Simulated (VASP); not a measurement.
Output of a VASP run:

OSZICAR:
```
       N       E                     dE             d eps       ncg     rms          rms(c)
DAV:   1     0.151249277130E+03    0.15125E+03   -0.90799E+03   538   0.837E+02
DAV:   2     0.767615494499E+00   -0.15048E+03   -0.14914E+03   640   0.234E+02
DAV:   3    -0.127573974892E+02   -0.13525E+02   -0.13444E+02   505   0.840E+01
DAV:   4    -0.131154605323E+02   -0.35806E+00   -0.35791E+00   633   0.157E+01
DAV:   5    -0.131223861656E+02   -0.69256E-02   -0.69254E-02   691   0.195E+00    0.510E+00
DAV:   6    -0.128439119841E+02    0.27847E+00   -0.60516E-01   666   0.908E+00    0.324E+00
DAV:   7    -0.128092244658E+02    0.34688E-01   -0.24445E-01   602   0.381E+00    0.497E-01
DAV:   8    -0.128050048923E+02    0.42196E-02   -0.26423E-02   604   0.187E+00    0.263E-01
DAV:   9    -0.128049756251E+02    0.29267E-04   -0.21310E-03   602   0.307E-01    0.584E-02
DAV:  10    -0.128049355901E+02    0.40035E-04   -0.17416E-04   684   0.145E-01    0.319E-02
DAV:  11    -0.128049053166E+02    0.30274E-04   -0.10906E-04   604   0.531E-02    0.117E-02
DAV:  12    -0.128049260296E+02   -0.20713E-04   -0.14316E-05   604   0.185E-02    0.104E-02
DAV:  13    -0.128050187033E+02   -0.92674E-04   -0.44267E-05   518   0.227E-02    0.525E-03
DAV:  14    -0.128050587542E+02   -0.40051E-04   -0.31596E-06   500   0.773E-03    0.445E-03
DAV:  15    -0.128051171150E+02   -0.58361E-04   -0.51505E-06   490   0.949E-03    0.186E-03
DAV:  16    -0.128051256506E+02   -0.85356E-05   -0.21210E-07   523   0.213E-03    0.104E-03
DAV:  17    -0.128051430106E+02   -0.17360E-04   -0.56364E-07   453   0.276E-03    0.590E-04
DAV:  18    -0.128051451759E+02   -0.21653E-05   -0.43146E-08   522   0.869E-04    0.400E-04
DAV:  19    -0.128051464460E+02   -0.12701E-05   -0.46635E-08   482   0.103E-03    0.874E-05
DAV:  20    -0.128051468744E+02   -0.42840E-06   -0.15058E-08   488   0.539E-04
   1 F= -.12805147E+02 E0= -.12803710E+02  d E =-.287283E-02
```

**OUTCAR**
```
------------------------ aborting loop because EDIFF is reached ----------------------------------------
  FORCE on cell =-STRESS in cart. coord.  units (eV):
  Direction    XX          YY          ZZ          XY          YZ          ZX
  --------------------------------------------------------------------------------------
  Total        0.3319552      0.7322835      1.0972456      0.0781367      0.5526755     -0.4694633
  in kB        2.0015944      4.4154594      6.6160762      0.4711421      3.3324745     -2.8307291
  external PRESSURE =       4.3443767 kB  Pullay stress =       0.0000000 kB
  volume of cell :      265.71
      direct lattice vectors                 reciprocal lattice vectors
     3.812463000  0.000000000  0.000000000     0.262297628  0.151437557  0.000000000
    -1.906231000  3.301690000  0.000000000     0.000000000  0.302875194  0.000000000
     0.000000000  0.000000000 21.109211000     0.000000000  0.000000000  0.047372685
 POSITION                                       TOTAL-FORCE (eV/Angst)
 -----------------------------------------------------------------------------------
      0.04527      0.06777     10.59288        -0.385558     -0.738188     -0.682155
      0.00829      2.13585     12.10921         0.046727      0.555917      0.731669
      1.85267      1.09807      9.00000         0.338831      0.182271     -0.049514
 -----------------------------------------------------------------------------------
    total drift:                                0.001040     -0.000260     -0.001182
  FREE ENERGIE OF THE ION-ELECTRON SYSTEM (eV)
  ---------------------------------------------------
  free  energy   TOTEN  =       -12.8051468744 eV

  energy  without entropy=      -12.8022740455  energy(sigma->0) =      -12.80371046
```
(Selected blocks of OUTCAR.)

**POSCAR**
```
SnSe2
1
    3.8124630000     0.0000000000     0.0000000000
   -1.9062310000     3.3016900000     0.0000000000
    0.0000000000     0.0000000000    21.1092110000
Sn Se
1 2
Direct
  0.0221390000   0.0205270000   0.5018130000
  0.3256210000   0.6468950000   0.5736460000
  0.6522400000   0.3325780000   0.4263540000
```

**Question.** Write an INCAR and KPOINTS that could have produced this output.

**Answer.** One answer among several that fit: the input of the run itself, PBEsol GGA, plane waves, VASP's PBE PAW potentials (set 64).

INCAR:
```
SYSTEM = SnSe2
ISIF = 2   ! forces and stress, cell fixed
ALGO = Normal   ! blocked Davidson
ISMEAR = 0   ! Gaussian
LWAVE = F
GGA = PS
ENCUT = 300   ! plane-wave cut-off (eV)
LMAXMIX = 4
PREC = Accurate
EDIFF = 1E-6   ! SCF stop (eV)
SIGMA = 0.272
LASPH = T
LCHARG = F
NELM = 100
LREAL = F
```

**KPOINTS**
```
Automatic mesh
0
Gamma
5 5 1
0 0 0
```

POTCAR, in this order: Sn_d Se (PBE.64 set). Program: vasp_std.

At this cut-off the stress carries a Pulay error, which pulls relaxed volumes low. The cell holds a wide vacuum, so values per volume refer to the whole cell.

The cell is a sheet with vacuum, built from a generated structure.
